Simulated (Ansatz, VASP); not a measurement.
Two plane-wave programs on Zn2SbO3

```xyz
6
Lattice="6.2533 0.0000 0.0000 -3.1266 5.4155 0.0000 0.0000 0.0000 3.2308" Properties=species:S:1:pos:R:3 pbc="T T T"
Zn    0.0000    3.6103    0.0000
Zn    3.1266    1.8052    0.0000
Sb    0.0000    0.0000    0.0000
O     3.1266    0.0000    0.0000
O    -1.5633    2.7077    0.0000
O     1.5633    2.7077    0.0000
```

Alike in both runs: functional PBE; k mesh 6 × 6 × 12; occupations gaussian, width 0.1 eV; no spin polarisation.

Ansatz relaxed the structure, and its values are those at the end. VASP's run is a single point on that final structure, the one shown.

```csv
,VASP,Ansatz
version,VASP 6.6.1,Ansatz 0.2.0
potentials or method,"VASP PAW PBE potentials, release 64 (Zn, Sb, O)","scalar-relativistic, plane waves, PAW"
plane-wave cutoff (eV),520,420
valence electrons in the cell,47,57
```

```csv
,VASP,Ansatz,Ansatz less VASP
gap on the k mesh at the Fermi level (eV),none,none,-
pressure (GPa),0.6,0.0,-0.56
```

A gap of «none» marks a metal or a gap that the smearing closes. The two sets of potentials don't hold the same shells in valence.

Caveats: an odd number of electrons without spin polarisation forces a metal; a magnetic or distorted state may lie lower. Spin-orbit coupling is left out, which matters for the levels of Sb.
